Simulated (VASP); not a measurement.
Data:

```yaml
crystal:
  lattice:
    - [6.52898, 0.00000, 0.00000]
    - [0.00000, 6.52898, 0.00000]
    - [0.00000, 0.00000, 6.52898]
  atoms:
    - { symbol: Mg, position: [0.00000, 0.00000, 0.00000] }
    - { symbol: Mg, position: [0.50000, 0.50000, 0.00000] }
    - { symbol: Mg, position: [0.50000, 0.00000, 0.50000] }
    - { symbol: Te, position: [0.25327, 0.24673, 0.24673] }
    - { symbol: Te, position: [0.74673, 0.75327, 0.24673] }
    - { symbol: Te, position: [0.74673, 0.24673, 0.75327] }
    - { symbol: Te, position: [0.25327, 0.75327, 0.75327] }
    - { symbol: Cd, position: [0.00000, 0.50000, 0.50000] }
```

Calculation: PBE GGA, VASP's PBE PAW potentials (set 64) (plane waves; VASP). Settings: 400 eV cut-off, 3×3×3 Γ-centred mesh, Gaussian smearing of 0.050 eV, potentials Mg Te Cd.

Unless said otherwise, spin-orbit coupling is left out, though it shifts the bands of the heavy elements here.

Task: What does the run give for the energy per atom (σ→0), band gap (on the k-mesh) with the smallest direct gap where there is one?

Result: 
| Item | Value |
|---|---|
| band gap (on the k-mesh) | 1.78 eV |
| smallest direct gap (on the k-mesh) | 1.78 eV |
| energy per atom (σ→0) | -3.000 eV/atom |

Total energies compare only between runs with the same potentials, cut-off and functional.

The structure was generated: CdMg3Te4 was put into an ordered model structure (P-43m), which need not be its known phase. It was relaxed first. The start is the result of an earlier pass.
